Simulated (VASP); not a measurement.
Crystal: Ba2Tl5V3O12.

```
CELL_PARAMETERS angstrom
4.23698 2.44622 6.12840
-4.23698 2.44622 6.12840
0.00000 -4.89244 6.12840
ATOMIC_POSITIONS crystal
Ba 0.50000 0.50000 0.50000
Ba 0.00000 0.00000 0.00000
V 0.50000 0.50000 0.00000
V 0.00000 0.50000 0.50000
V 0.50000 0.00000 0.50000
Tl 0.00000 0.00000 0.50000
Tl 0.50000 0.00000 0.00000
Tl 0.00000 0.50000 0.00000
Tl 0.74045 0.74045 0.74045
Tl 0.25955 0.25955 0.25955
O 0.71652 0.08089 0.41242
O 0.41242 0.71652 0.08089
O 0.08089 0.41242 0.71652
O 0.58757 0.91911 0.28348
O 0.91911 0.28348 0.58757
O 0.28348 0.58757 0.91911
O 0.28348 0.91911 0.58757
O 0.58757 0.28348 0.91911
O 0.91911 0.58757 0.28348
O 0.41242 0.08089 0.71652
O 0.08089 0.71652 0.41242
O 0.71652 0.41242 0.08089
```

The cell was built by a generator and needn't be a form met in nature.

| Quantity | Value |
| --- | --- |
| Program | VASP 6.6.1 |
| Task | relaxation of cell and atoms |
| Functional | revPBE |
| Potentials or basis | VASP PAW PBE potentials, release 64 (Ba_sv, V_sv, Tl_d, O) |
| Cutoff | 600 eV |
| k mesh | 4 × 4 × 4 |
| Occupations | fermi-dirac, width 0.05 eV |
| Spin | collinear spin, ferromagnetic start |
| Starting moments | [0.0, 0.0, 2.0, 2.0, 2.0, 0.0, 0.0, 0.0, 0.0, 0.0, 0.0, 0.0, 0.0, 0.0, 0.0, 0.0, 0.0, 0.0, 0.0, 0.0, 0.0, 0.0] μB |

At the start: pressure 2.5 GPa; volume 17.32 Å³/atom.

Where does the relaxation end?

Over 11 steps the energy falls by 5.1 meV/atom and the volume is 18.11 Å³/atom (+4.5 %); space group R-3m (No. 166, to 0.05 Å); moment 1.07 μB per cell.

The path:
| step | energy change (eV) | largest force (eV/Å) | pressure (GPa) | volume (Å³) |
| --- | --- | --- | --- | --- |
| 1 | 0.0000 | 0.1518 | 2.54 | 381.11 |
| 2 | -0.0296 | 0.5173 | -1.37 | 396.46 |
| 3 | -0.0704 | 0.2390 | 0.23 | 389.68 |
| 4 | -0.0969 | 0.1289 | 0.13 | 393.19 |
| 5 | -0.1067 | 0.0596 | 0.06 | 396.85 |
| 6 | -0.1068 | 0.0604 | 0.05 | 397.08 |
| 7 | -0.1095 | 0.0399 | -0.04 | 397.92 |
| 8 | -0.1100 | 0.0390 | -0.11 | 398.47 |
| 9 | -0.1107 | 0.0443 | 0.12 | 398.04 |
| 10 | -0.1108 | 0.0366 | 0.07 | 398.13 |
| 11 | -0.1116 | 0.0142 | 0.02 | 398.43 |

Final structure:
```yaml
crystal:
  lattice:
    - [4.30293, 2.48430, 6.21194]
    - [-4.30293, 2.48430, 6.21194]
    - [0.00000, -4.96860, 6.21194]
  atoms:
    - { symbol: Ba, position: [0.50000, 0.50000, 0.50000] }
    - { symbol: Ba, position: [0.00000, 0.00000, 0.00000] }
    - { symbol: V, position: [0.50000, 0.50000, 0.00000] }
    - { symbol: V, position: [0.00000, 0.50000, 0.50000] }
    - { symbol: V, position: [0.50000, 0.00000, 0.50000] }
    - { symbol: Tl, position: [0.00000, 0.00000, 0.50000] }
    - { symbol: Tl, position: [0.50000, 0.00000, 0.00000] }
    - { symbol: Tl, position: [0.00000, 0.50000, 0.00000] }
    - { symbol: Tl, position: [0.73996, 0.73996, 0.73996] }
    - { symbol: Tl, position: [0.26004, 0.26004, 0.26004] }
    - { symbol: O, position: [0.71502, 0.07865, 0.41433] }
    - { symbol: O, position: [0.41433, 0.71502, 0.07865] }
    - { symbol: O, position: [0.07865, 0.41433, 0.71502] }
    - { symbol: O, position: [0.58567, 0.92135, 0.28498] }
    - { symbol: O, position: [0.92135, 0.28498, 0.58567] }
    - { symbol: O, position: [0.28498, 0.58567, 0.92135] }
    - { symbol: O, position: [0.28498, 0.92135, 0.58567] }
    - { symbol: O, position: [0.58567, 0.28498, 0.92135] }
    - { symbol: O, position: [0.92135, 0.58567, 0.28498] }
    - { symbol: O, position: [0.41433, 0.07865, 0.71502] }
    - { symbol: O, position: [0.07865, 0.71502, 0.41433] }
    - { symbol: O, position: [0.71502, 0.41433, 0.07865] }
```

Caveat: the PAW data sets were made with another functional, which shifts forces and pressure a little.
